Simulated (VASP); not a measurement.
Computed with PBEsol GGA, VASP's PBE PAW potentials (set 64) (plane waves; VASP).

Input for VASP

POSCAR:
```
MgS
1
    0.0000000000     2.5018698566     2.5018698566
    2.5018698566     0.0000000000     2.5018698566
    2.5018698566     2.5018698566     0.0000000000
Mg S
1 1
Direct
  0.0000000000   0.0000000000   0.0000000000
  0.5000000000   0.5000000000   0.5000000000
```

### KPOINTS
```
kpoints
0
Gamma
9 9 9
0 0 0
```

INCAR:
```
! general
SYSTEM  = MgS
PREC    = Accurate
ENCUT   = 500   ! plane-wave cut-off (eV)
LREAL   = .FALSE.   ! projection in real space or not
LASPH   = .TRUE.   ! aspherical one-centre terms

! electronic loop
EDIFF   = 1E-6
NELM    = 100   ! most electronic steps
ALGO    = Normal   ! blocked Davidson

! smearing
ISMEAR  = 0   ! Gaussian
SIGMA   = 0.05   ! width (eV)

! functional
GGA     = PS   ! PBEsol

! ions
IBRION  = 2   ! conjugate gradients
NSW     = 40   ! most ionic steps
ISIF    = 3   ! ions, shape and volume
EDIFFG  = -0.02   ! ionic stop
PSTRESS = 200

! output
LWAVE   = .FALSE.
LCHARG  = .FALSE.
```

POTCAR, in this order: Mg S (PBE.64 set). Program: vasp_std.

What VASP printed:

**OUTCAR**
```
 ion  position               nearest neighbor table
   1  0.000  0.000  0.000-   2 2.50   2 2.50   2 2.50   2 2.50   2 2.50   2 2.50
   2  0.500  0.500  0.500-   1 2.50   1 2.50   1 2.50   1 2.50   1 2.50   1 2.50
  LATTYP: Found a face centered cubic cell.
 ALAT       =     5.0037397132
 Subroutine PRICEL returns:
 Original cell was already a primitive cell.
 Subroutine GETGRP returns: Found 48 space group operations
The static configuration has the point symmetry O_h .
The dynamic configuration has the point symmetry O_h .
 Subroutine INISYM returns: Found 48 space group operations
 Subroutine IBZKPT returns following result:
 Found     35 irreducible k-points:

 Following reciprocal coordinates:
            Coordinates               Weight
  0.000000  0.000000  0.000000      1.000000
  0.111111  0.000000  0.000000      8.000000
  0.222222  0.000000  0.000000      8.000000
  0.333333  0.000000  0.000000      8.000000
  0.444444  0.000000  0.000000      8.000000
  0.111111  0.111111  0.000000      6.000000
  0.222222  0.111111  0.000000     24.000000
  0.333333  0.111111  0.000000     24.000000
  0.444444  0.111111  0.000000     24.000000
 -0.444444  0.111111  0.000000     24.000000
 -0.333333  0.111111  0.000000     24.000000
 -0.222222  0.111111  0.000000     24.000000
 -0.111111  0.111111  0.000000     12.000000
  0.222222  0.222222  0.000000      6.000000
  0.333333  0.222222  0.000000     24.000000
  0.444444  0.222222  0.000000     24.000000
 -0.444444  0.222222  0.000000     24.000000
 -0.333333  0.222222  0.000000     24.000000
 -0.222222  0.222222  0.000000     12.000000
  0.333333  0.333333  0.000000      6.000000
  0.444444  0.333333  0.000000     24.000000
 -0.444444  0.333333  0.000000     24.000000
 -0.333333  0.333333  0.000000     12.000000
  0.444444  0.444444  0.000000      6.000000
 -0.444444  0.444444  0.000000     12.000000
  0.333333  0.222222  0.111111     24.000000
  0.444444  0.222222  0.111111     48.000000
 -0.444444  0.222222  0.111111     48.000000
  0.444444  0.333333  0.111111     24.000000
 -0.444444  0.333333  0.111111     48.000000
 -0.333333  0.333333  0.111111     48.000000
 -0.222222  0.333333  0.111111     24.000000
 -0.444444  0.444444  0.111111     24.000000
 -0.333333  0.444444  0.111111     24.000000
 -0.333333  0.444444  0.222222     24.000000
   k-points           NKPTS =     35   k-points in BZ     NKDIM =     35   number of bands    NBANDS=      8
   number of dos      NEDOS =    301   number of ions     NIONS =      2
   total plane-waves  NPLWV =  21952
   dimension x,y,z NGX =    28 NGY =   28 NGZ =   28
   dimension x,y,z NGXF=    56 NGYF=   56 NGZF=   56
   ions per type =               1   1
   PREC   = accura    normal or accurate (medium, high low for compatibility)
   ISTART =      0    job   : 0-new  1-cont  2-samecut
   ICHARG =      2    charge: 1-file 2-atom 10-const
   ISPIN  =      1    spin polarized calculation?
   LNONCOLLINEAR =      F non collinear calculations
   LSORBIT =      F    spin-orbit coupling
   INIWAV =      1    electr: 0-lowe 1-rand  2-diag
   ENCUT  =  500.0 eV  36.75 Ry    6.06 a.u.   6.45  6.45  6.45*2*pi/ulx,y,z
   NELM   =    100;   NELMIN=  2; NELMDL= -5     # of ELM steps
   EDIFF  = 0.1E-05   stopping-criterion for ELM
   LREAL  =      F    real-space projection
   NLSPLINE    = F    spline interpolate recip. space projectors
   LMAXMIX     =    2 max onsite mixed and CHGCAR
   VOSKOWN=      0    Vosko Wilk Nusair interpolation
   EDIFFG = -.2E-01   stopping-criterion for IOM
   NSW    =     40    number of steps for IOM
   NBLOCK =      1;   KBLOCK =     40    inner block; outer block
   IBRION =      2    ionic relax: 0-MD 1-quasi-New 2-CG
...
```

### OSZICAR
```
       N       E                     dE             d eps       ncg     rms          rms(c)
DAV:   1     0.227760702614E+02    0.22776E+02   -0.38091E+03   600   0.811E+02
DAV:   2    -0.838375625557E+01   -0.31160E+02   -0.29736E+02   744   0.110E+02
DAV:   3    -0.931483159451E+01   -0.93108E+00   -0.93108E+00   672   0.252E+01
DAV:   4    -0.931930314470E+01   -0.44716E-02   -0.44716E-02   920   0.194E+00
DAV:   5    -0.931930596497E+01   -0.28203E-05   -0.28203E-05   720   0.464E-02    0.470E+00
DAV:   6    -0.902113895225E+01    0.29817E+00   -0.69755E-01   576   0.426E+00    0.359E+00
DAV:   7    -0.897951837347E+01    0.41621E-01   -0.20507E-01   704   0.242E+00    0.214E+00
DAV:   8    -0.897761214233E+01    0.19062E-02   -0.72596E-03   680   0.682E-01    0.700E-01
DAV:   9    -0.897753451233E+01    0.77630E-04   -0.25663E-04   696   0.135E-01    0.210E-01
DAV:  10    -0.897753933804E+01   -0.48257E-05   -0.28753E-05   784   0.356E-02    0.451E-02
DAV:  11    -0.897754030277E+01   -0.96473E-06   -0.53968E-07   544   0.622E-03
   1 F= -.50678392E+01 E0= -.50678392E+01  d E =-.506784E+01
       N       E                     dE             d eps       ncg     rms          rms(c)
DAV:   1    -0.897623528669E+01    0.13041E-02   -0.11818E+01   696   0.245E+01    0.749E+00
DAV:   2    -0.851943794810E+01    0.45680E+00   -0.10851E+00   576   0.608E+00    0.237E+00
DAV:   3    -0.845075024689E+01    0.68688E-01   -0.32050E-01   568   0.334E+00    0.202E+00
DAV:   4    -0.845059318019E+01    0.15707E-03   -0.21399E-03   656   0.429E-01    0.187E+00
DAV:   5    -0.844891599962E+01    0.16772E-02   -0.16223E-03   584   0.318E-01    0.715E-01
DAV:   6    -0.844887114339E+01    0.44856E-04   -0.30147E-05   744   0.463E-02    0.246E-01
DAV:   7    -0.844886905205E+01    0.20913E-05   -0.11148E-06   584   0.107E-02    0.577E-02
DAV:   8    -0.844886840101E+01    0.65103E-06   -0.10823E-06   312   0.643E-03
   2 F= -.50674004E+01 E0= -.50674004E+01  d E =0.438802E-03
       N       E                     dE             d eps       ncg     rms          rms(c)
DAV:   1    -0.890356899677E+01   -0.45470E+00   -0.27364E+00   712   0.110E+01    0.287E+00
DAV:   2    -0.879216753609E+01    0.11140E+00   -0.28910E-01   560   0.315E+00    0.106E+00
DAV:   3    -0.877661389478E+01    0.15554E-01   -0.78552E-02   584   0.162E+00    0.564E-01
DAV:   4    -0.877643958520E+01    0.17431E-03   -0.58964E-04   632   0.220E-01    0.485E-01
DAV:   5    -0.877610718124E+01    0.33240E-03   -0.23845E-04   632   0.122E-01    0.800E-02
DAV:   6    -0.877610268833E+01    0.44929E-05   -0.56474E-06   696   0.198E-02    0.299E-02
DAV:   7    -0.877610265144E+01    0.36884E-07   -0.41269E-07   328   0.406E-03
   3 F= -.51414474E+01 E0= -.51414474E+01  d E =-.736082E-01
```

**OUTCAR**
```
------------------------ aborting loop because EDIFF is reached ----------------------------------------
  FORCE on cell =-STRESS in cart. coord.  units (eV):
  Direction    XX          YY          ZZ          XY          YZ          ZX
  --------------------------------------------------------------------------------------
  Total        3.6089179      3.6089179      3.6089179      0.0000000      0.0000000      0.0000000
  in kB      198.5837801    198.5837801    198.5837801      0.0000000      0.0000000      0.0000000
  external PRESSURE =      -1.4162199 kB  Pullay stress =     200.0000000 kB
  volume of cell :       29.12
      direct lattice vectors                 reciprocal lattice vectors
     0.000000000  2.441769163  2.441769163    -0.204769561  0.204769561  0.204769561
     2.441769163  0.000000000  2.441769163     0.204769561 -0.204769561  0.204769561
     2.441769163  2.441769163  0.000000000     0.204769561  0.204769561 -0.204769561
 POSITION                                       TOTAL-FORCE (eV/Angst)
 -----------------------------------------------------------------------------------
      0.00000      0.00000      0.00000        -0.000000      0.000000     -0.000000
      2.44177      2.44177      2.44177         0.000000     -0.000000      0.000000
 -----------------------------------------------------------------------------------
    total drift:                                0.000000      0.000000      0.000000
  FREE ENERGIE OF THE ION-ELECTRON SYSTEM (eV)
  ---------------------------------------------------
  free  energy   TOTEN  =        -8.7761026514 eV

  energy  without entropy=       -8.7761026514  energy(sigma->0) =       -8.77610265
  enthalpy is  TOTEN    =        -5.1414474099 eV   P V=        3.6346552416

 reached required accuracy - stopping structural energy minimisation
```
(Selected blocks of OUTCAR.)

File CONTCAR:
```
MgS
   1.00000000000000
     0.0000000000000000    2.4417691625978852    2.4417691625978852
     2.4417691625978852    0.0000000000000000    2.4417691625978852
     2.4417691625978852    2.4417691625978852    0.0000000000000000
  Mg              S
     1     1
Direct
     0.0000000000000000    0.0000000000000000    0.0000000000000000
     0.5000000000000000    0.5000000000000000    0.5000000000000000
```

Energy and stress use the plane-wave basis of the starting cell.

The compound is MgS in the rock salt structure. This run relaxes it under an external pressure of 20 GPa. Symmetry was kept, so distortions that lower it aren't found.
